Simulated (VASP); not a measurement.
Consider the following.

```yaml
crystal:
  lattice:
    - [0.00000, 1.90933, 1.90933]
    - [1.90933, 0.00000, 1.90933]
    - [1.90933, 1.90933, 0.00000]
  atoms:
    - { symbol: Ir, position: [0.00000, 0.00000, 0.00000] }
```

The numbers are results of LDA (Ceperley-Alder, Perdew-Zunger), VASP's LDA PAW potentials (set 64) (plane waves; VASP 6.6.1), not measurements. Run with 520 eV cut-off, 18×18×18 Γ-centred mesh, tetrahedra with Blöchl corrections, potentials Ir.

Unless said otherwise, spin-orbit coupling is left out, though it shifts the bands of the heavy elements here.

Estimate the energy per atom (σ→0), band gap (on the k-mesh) with the smallest direct gap where there is one.

- band gap (on the k-mesh): none (metal, semimetal or under 0.01 eV)
- energy per atom (σ→0): -10.325 eV/atom

The absolute energy has meaning only against runs of the same code, potentials and settings.

The compound is Ir in the fcc structure. It was relaxed first.
